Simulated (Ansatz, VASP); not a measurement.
# Mo2CO2 (Mo2CO2 MXene, 2 layers, AA) in two plane-wave programs, part 2 of 2

Wanted: the spread between two codes on one cell, functional and k mesh. The structure shown is the start of the Ansatz relaxation below; VASP solves that cell, so the two are compared at the walk's first step.

VASP 6.6.1 and Ansatz 0.2.0.

So far: The structure; Ansatz: relaxation, LDA.

## Step 3: VASP: single point, LDA, start cell

Level of this step: LDA, no spin polarisation; plane waves and PAW (O, Mo_sv, C) (VASP).

The same cell, functional (in two slightly different forms), mesh and smearing now go to VASP, with its own data sets.

Lines of VASP's logs that name or quote its potential files are left out, and so is its time.

INCAR reads:

```
SYSTEM = Mo2CO2
PREC = Accurate
ENCUT = 520
EDIFF = 1E-06
NELM = 120
ISMEAR = -1
SIGMA = 0.05
LREAL = .FALSE.
ALGO = Normal
GGA = CA
NBANDS = 54
LASPH = .TRUE.
LORBIT = 11
LWAVE = .FALSE.
LCHARG = .FALSE.
ISIF = 2
LDIPOL = .TRUE.
IDIPOL = 3
DIPOL = 0.5 0.5 0.5
LVHAR = .TRUE.
GGA_COMPAT = .FALSE.
NELMDL = -8
KPAR = 2
```

POSCAR reads:

```
Mo2CO2
1.0
    3.0247360000      0.0000000000      0.0000000000
   -1.5123680000      2.6194980000      0.0000000000
    0.0000000000      0.0000000000     54.8380790000
O Mo C
4 4 2
Direct
    0.3333333333      0.6666666667      0.3911515573
    0.6666666667      0.3333333333      0.4735585103
    0.3333333333      0.6666666667      0.5264414714
    0.6666666667      0.3333333333      0.6088484427
    0.6666666667      0.3333333333      0.4105913156
    0.3333333333      0.6666666667      0.4541187520
    0.6666666667      0.3333333333      0.5458812480
    0.3333333333      0.6666666667      0.5894086662
    0.0000000000      0.0000000000      0.4323550429
    0.0000000000      0.0000000000      0.5676449571
```

KPOINTS reads:

```
Automatic mesh
0
Gamma
10 10 1
0 0 0
```

The projector-augmented-wave data sets are O, Mo_sv and C (LDA family, release 64).

Launch:

```bash
mpirun -np 2 vasp_std
```

Numbers of over 12 decimals in the logs are rounded to 6 here.

The program printed:

```text
[banner, memory and clock lines left out]
running    2 mpi-ranks, on    1 nodes
 distrk:  each k-point on    1 cores,    2 groups
 distr:  one band on    1 cores,    1 groups

 POSCAR found type information on POSCAR O MoC
 POSCAR found :  3 types and      10 ions
 LDA part: xc-table for (Slater(with rela. corr.)+CA(PZ))
 , standard interpolation
|                                                                             |
|           W    W    AA    RRRRR   N    N  II  N    N   GGGG   !!!           |
|           W    W   A  A   R    R  NN   N  II  NN   N  G    G  !!!           |
|           W    W  A    A  R    R  N N  N  II  N N  N  G       !!!           |
|           W WW W  AAAAAA  RRRRR   N  N N  II  N  N N  G  GGG   !            |
|           WW  WW  A    A  R   R   N   NN  II  N   NN  G    G                |
|           W    W  A    A  R    R  N    N  II  N    N   GGGG   !!!           |
|                                                                             |
|     One of the lattice vectors is very long (>50 A), but AMIN is rather     |
|     large. This can spoil convergence since charge sloshing might occur     |
|     along the long lattice vector. If problems with convergence are         |
|     observed, try to decrease AMIN to a smaller value (e.g. 0.01).          |
|     Note: This warning only applies if the self-consistency cycle is        |
|     used.                                                                   |
|                                                                             |

 POSCAR, INCAR and KPOINTS ok, starting setup
 FFT: planning ... GRIDC
 FFT: planning ... GRID_SOFT
 FFT: planning ... GRID
 WAVECAR not read
 entering main loop
       N       E                     dE             d eps       ncg     rms          rms(c)
DAV:   1     0.890218700050E+03    0.89022E+03   -0.49842E+04  1952   0.138E+03
DAV:   2    -0.437975313541E+02   -0.93402E+03   -0.91780E+03  1900   0.390E+02
DAV:   3    -0.117752661019E+03   -0.73955E+02   -0.72223E+02  1776   0.103E+02
DAV:   4    -0.120472942661E+03   -0.27203E+01   -0.26924E+01  1832   0.189E+01
DAV:   5    -0.120554161780E+03   -0.81219E-01   -0.80851E-01  1794   0.302E+00
DAV:   6    -0.120557903678E+03   -0.37419E-02   -0.37365E-02  1902   0.568E-01
DAV:   7    -0.120558007836E+03   -0.10416E-03   -0.10404E-03  1752   0.917E-02
DAV:   8    -0.120558013506E+03   -0.56707E-05   -0.56687E-05  1596   0.182E-02    0.739E+01
DAV:   9    -0.103057739381E+03    0.17500E+02   -0.13775E+02  1614   0.533E+01    0.158E+01
DAV:  10    -0.102295698678E+03    0.76204E+00   -0.30081E+01  1628   0.276E+01    0.189E+01
DAV:  11    -0.101169213631E+03    0.11265E+01   -0.71211E+00  1764   0.153E+01    0.437E+00
DAV:  12    -0.101869240618E+03   -0.70003E+00   -0.97054E+00  1862   0.125E+01    0.707E+00
DAV:  13    -0.100957342384E+03    0.91190E+00   -0.39718E+00  1944   0.679E+00    0.105E+00
DAV:  14    -0.100954883400E+03    0.24590E-02   -0.91760E-02  1752   0.133E+00    0.551E-01
[...]
DAV:  23    -0.100954374144E+03   -0.54605E-04   -0.30070E-06  1252   0.651E-03    0.216E-03
DAV:  24    -0.100954413269E+03   -0.39125E-04   -0.18148E-06  1074   0.550E-03    0.153E-03
DAV:  25    -0.100954436151E+03   -0.22882E-04   -0.61513E-07   988   0.297E-03    0.854E-04
DAV:  26    -0.100954449472E+03   -0.13320E-04   -0.31642E-07   908   0.147E-03    0.371E-04
DAV:  27    -0.100954455735E+03   -0.62632E-05   -0.18820E-07   880   0.107E-03    0.342E-04
DAV:  28    -0.100954457982E+03   -0.22472E-05   -0.48733E-08   828   0.613E-04    0.252E-04
DAV:  29    -0.100954459516E+03   -0.15338E-05   -0.48498E-08   834   0.494E-04    0.940E-05
DAV:  30    -0.100954460289E+03   -0.77299E-06   -0.23562E-08   828   0.415E-04
   1 F= -.10095446E+03 E0= -.10091835E+03  d E =-.722270E-01
```

From OUTCAR (step 3):

```text
ion  position               nearest neighbor table
   1  0.333  0.667  0.391-   5 2.05   5 2.05   5 2.05
   2  0.667  0.333  0.474-   6 2.05   6 2.05   6 2.05
   3  0.333  0.667  0.526-   7 2.05   7 2.05   7 2.05
   4  0.667  0.333  0.609-   8 2.05   8 2.05   8 2.05
   5  0.667  0.333  0.411-   1 2.05   1 2.05   1 2.05   9 2.12   9 2.12   9 2.12   6 2.96   6 2.96
                             6 2.96
   6  0.333  0.667  0.454-   2 2.05   2 2.05   2 2.05   9 2.12   9 2.12   9 2.12   5 2.96   5 2.96
                             5 2.96
   7  0.667  0.333  0.546-   3 2.05   3 2.05   3 2.05  10 2.12  10 2.12  10 2.12   8 2.96   8 2.96
                             8 2.96
   8  0.333  0.667  0.589-   4 2.05   4 2.05   4 2.05  10 2.12  10 2.12  10 2.12   7 2.96   7 2.96
                             7 2.96
   9  0.000  0.000  0.432-   6 2.12   6 2.12   6 2.12   5 2.12   5 2.12   5 2.12
  10  0.000  0.000  0.568-   8 2.12   7 2.12   8 2.12   7 2.12   7 2.12   8 2.12

  LATTYP: Found a hexagonal cell.
 ALAT       =     3.0247360000
 C/A-ratio  =    18.1298728220

 Subroutine GETGRP returns: Found 12 space group operations
 (whereof 12 operations were pure point group operations)

The static configuration has the point symmetry D_3d.

 Found     14 irreducible k-points:

   k-points           NKPTS =     14   k-points in BZ     NKDIM =     14   number of bands    NBANDS=     54

   dimension x,y,z NGX =    24 NGY =   24 NGZ =  420
   dimension x,y,z NGXF=    48 NGYF=   48 NGZF=  840

   ENCUT  =  520.0 eV  38.22 Ry    6.18 a.u.   5.62  5.62101.96*2*pi/ulx,y,z

   NELECT =      88.0000    total number of electrons

 k-points in reciprocal lattice and weights: Automatic mesh
   0.00000000  0.00000000  0.00000000       0.010
   0.10000000  0.00000000  0.00000000       0.060
   0.20000000  0.00000000  0.00000000       0.060
   0.30000000  0.00000000  0.00000000       0.060
   0.40000000  0.00000000  0.00000000       0.060
   0.50000000  0.00000000  0.00000000       0.030
   0.10000000  0.10000000  0.00000000       0.060
   0.20000000  0.10000000  0.00000000       0.120
   0.30000000  0.10000000  0.00000000       0.120
[...]
0.40000000  0.20000000  0.00000000       0.060
   0.30000000  0.30000000  0.00000000       0.060

 dipolmoment           0.000000      0.000000      0.000017 electrons x Angstroem

 average (electrostatic) potential at core
       1 -79.5843       2 -79.5909       3 -79.5908       4 -79.5839       5 -85.4375
       6 -85.4376       7 -85.4375       8 -85.4372       9 -61.9111      10 -61.9110

 E-fermi :  -2.2143

 k-point     1 :       0.0000    0.0000    0.0000
  band No.  band energies     occupation
    ...
     46      -2.8689      2.00000
     47      -2.3320      1.82649
     48      -2.3320      1.82649
     49      -2.3306      1.82180
     50      -2.3306      1.82179
     51      -0.4273      0.00000
     52      -0.3926      0.00000
     53      -0.2476      0.00000
     54      -0.2428      0.00000

 k-point     2 :       0.1000    0.0000    0.0000
  band No.  band energies     occupation
    ...
     44      -3.5165      2.00000
     45      -2.8160      1.99999
     46      -2.7352      1.99994
     47      -2.1761      0.63556
     48      -2.1750      0.62590
     49      -2.0995      0.18299
     50      -2.0603      0.08779
     51      -0.3949      0.00000
     52      -0.3566      0.00000
     53      -0.3400      0.00000
    ...

 k-point     3 :       0.2000    0.0000    0.0000
  band No.  band energies     occupation
    ...
     40      -5.1824      2.00000
     41      -4.1802      2.00000
     42      -4.0904      2.00000
     43      -3.0028      2.00000
     44      -2.9928      2.00000
     45      -2.1291      0.30802
     46      -2.0920      0.15929
     47      -1.8207      0.00076
     48      -1.7571      0.00021
     49      -1.5352      0.00000
    ...

  Total        0.4280814      0.4280814     -4.1496462      0.0000000     -0.0000000      0.0000000
  in kB        1.5785168      1.5785165    -15.3014953      0.0000000     -0.0000000      0.0000000
  external PRESSURE =      -4.0481540 kB  Pullay stress =       0.0000000 kB

  energy-cutoff  :      520.00
  volume of cell :      434.50
      direct lattice vectors                 reciprocal lattice vectors
     3.024736000  0.000000000  0.000000000     0.330607365  0.190876267  0.000000000
    -1.512368000  2.619498000  0.000000000     0.000000000  0.381752534  0.000000000
     0.000000000  0.000000000 54.838079000     0.000000000  0.000000000  0.018235504

 POSITION                                       TOTAL-FORCE (eV/Angst)
 -----------------------------------------------------------------------------------
     -0.00000      1.74633     21.45000         0.000000     -0.000000     -0.300481
      1.51237      0.87317     25.96904        -0.000000     -0.000000      0.357230
     -0.00000      1.74633     28.86904         0.000000      0.000000     -0.357230
      1.51237      0.87317     33.38808        -0.000000      0.000000      0.300481
      1.51237      0.87317     22.51604         0.000000      0.000000      1.342551
     -0.00000      1.74633     24.90300        -0.000000      0.000000     -1.313504
      1.51237      0.87317     29.93508         0.000000     -0.000000      1.313504
     -0.00000      1.74633     32.32204         0.000000      0.000000     -1.342551
      0.00000      0.00000     23.70952         0.000000      0.000000      0.001921
      0.00000      0.00000     31.12856         0.000000      0.000000     -0.001921
 -----------------------------------------------------------------------------------
    total drift:                                0.000000     -0.000000      0.005539

  FREE ENERGIE OF THE ION-ELECTRON SYSTEM (eV)
  ---------------------------------------------------
  free  energy   TOTEN  =      -100.9544602891 eV

  energy  without entropy=     -100.8822332690  energy(sigma->0) =     -100.91834678

 vacuum level on the upper side and lower side of the slab         3.907         3.906

 total charge
# of ion       s       p       d       tot
------------------------------------------
    1        1.564   3.417   0.000   4.981
    2        1.564   3.415   0.000   4.979
    3        1.564   3.415   0.000   4.979
    4        1.564   3.417   0.000   4.981
    5        2.304   6.279   3.912  12.495
    6        2.304   6.279   3.911  12.494
    7        2.304   6.279   3.911  12.494
    8        2.304   6.279   3.912  12.495
    9        0.883   1.616   0.000   2.499
   10        0.883   1.616   0.000   2.499
--------------------------------------------------
tot         17.239  42.012  15.647  74.897

[... 3 further parts left out ...]
```

This run has no spin polarisation, so a moment on Mo, if there is one, isn't seen.

## Step 4: Differences

Known differences besides the potentials themselves: the two LDA forms differ slightly; Ansatz cuts the interaction across the vacuum, VASP repeats the sheet with a dipole correction; the cutoff is 420 eV in Ansatz and 520 eV in VASP; VASP's log shows a relativistic correction to its local exchange, Ansatz's none. Total energies have different zeros and are not compared.

Forces (eV/Å; atoms numbered as in POSCAR):

```tsv
atom	Ansatz x, y, z	VASP x, y, z
O1	0.000, 0.000, -0.227	0.000, 0.000, -0.300
O2	0.000, 0.000, 0.282	0.000, 0.000, 0.357
O3	0.000, 0.000, -0.282	0.000, 0.000, -0.357
O4	0.000, 0.000, 0.227	0.000, 0.000, 0.300
Mo5	0.000, 0.000, 1.352	0.000, 0.000, 1.343
Mo6	0.000, 0.000, -1.322	0.000, 0.000, -1.314
Mo7	0.000, 0.000, 1.322	0.000, 0.000, 1.314
Mo8	0.000, 0.000, -1.352	0.000, 0.000, -1.343
C9	0.000, 0.000, 0.002	0.000, 0.000, 0.002
C10	0.000, 0.000, -0.002	0.000, 0.000, -0.002
```

The forces differ by 27 meV/Å r.m.s., which is 5.4 % of the r.m.s. force of 0.500 eV/Å (both taken over all components). With vacuum in the cell, a pressure given here is an average over mostly empty space and none of the material.

## Step 5: Results

```
r.m.s. force difference (single point, LDA, start cell) : 5.4 % of the r.m.s. force
```

**Reading.** The r.m.s. force difference is 5.4 % of the r.m.s. force (single point, LDA, start cell), beyond the 3 % picked in this series as the mark of a large difference. What causes the difference of the single point, LDA, start cell pair stays open here. 1 further run of this series is not shown here. How closely two codes agree says nothing of how well the functional describes the real material.

[Lines on the potential files, build, host, timing and source positions are cut from VASP's logs without a mark.]

[Logs are printed without paths, hosts, clocks, repeated set-up lines and the standing remarks that a program may print on its own settings, such as how far it seeks lower states.]

[Hosts, paths, dates, database ids (printed as entryN), source tags and the programs' standing remarks are cut or masked in the printed files.]
